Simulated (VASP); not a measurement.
OSZICAR of a VASP run on Ta2N:

File OSZICAR:
```
       N       E                     dE             d eps       ncg     rms          rms(c)
DAV:   1     0.188203247006E+03    0.18820E+03   -0.14016E+04   504   0.112E+03
DAV:   2    -0.238732370952E+02   -0.21208E+03   -0.21018E+03   527   0.317E+02
DAV:   3    -0.341834809409E+02   -0.10310E+02   -0.10131E+02   523   0.704E+01
DAV:   4    -0.345654142390E+02   -0.38193E+00   -0.35817E+00   589   0.109E+01
DAV:   5    -0.345712503250E+02   -0.58361E-02   -0.58368E-02   511   0.131E+00    0.355E+01
DAV:   6    -0.308237904853E+02    0.37475E+01   -0.34299E+01   494   0.379E+01    0.167E+01
DAV:   7    -0.305337140081E+02    0.29008E+00   -0.47692E+00   487   0.132E+01    0.770E+00
DAV:   8    -0.304017574880E+02    0.13196E+00   -0.67918E-01   538   0.604E+00    0.524E-01
DAV:   9    -0.304005830610E+02    0.11744E-02   -0.62845E-02   549   0.163E+00    0.280E-01
DAV:  10    -0.303994641494E+02    0.11189E-02   -0.10499E-02   517   0.789E-01    0.115E-01
DAV:  11    -0.303989616125E+02    0.50254E-03   -0.22656E-03   575   0.292E-01    0.368E-02
DAV:  12    -0.303985541047E+02    0.40751E-03   -0.45962E-04   518   0.109E-01    0.202E-02
DAV:  13    -0.303984769733E+02    0.77131E-04   -0.12882E-04   559   0.429E-02    0.150E-02
DAV:  14    -0.303986376291E+02   -0.16066E-03   -0.56904E-05   452   0.356E-02    0.107E-02
DAV:  15    -0.303987480635E+02   -0.11043E-03   -0.15302E-05   453   0.207E-02    0.886E-03
DAV:  16    -0.303988621137E+02   -0.11405E-03   -0.69773E-06   363   0.159E-02    0.204E-03
DAV:  17    -0.303988880028E+02   -0.25889E-04   -0.15171E-06   365   0.520E-03    0.198E-03
DAV:  18    -0.303988996553E+02   -0.11652E-04   -0.70664E-07   324   0.339E-03    0.498E-04
DAV:  19    -0.303989014009E+02   -0.17456E-05   -0.85430E-08   236   0.158E-03    0.284E-04
DAV:  20    -0.303989017438E+02   -0.34288E-06   -0.25842E-08   226   0.768E-04
   1 F= -.30398902E+02 E0= -.30395141E+02  d E =-.112823E-01
```

Which electronic solver shows in the log?

It is blocked Davidson (ALGO = Normal, or the opening steps of other solvers). The INCAR had ALGO = Normal.

Can the final energy be trusted as converged?

The calculation finished and met its thresholds. It stopped with EDIFF = 1E-6, NELM = 100 (PBE GGA, plane waves, VASP's PBE PAW potentials (set 64)).  The cell holds a wide vacuum, so values per volume refer to the whole cell.

The cell is a sheet with vacuum, built from a generated structure.
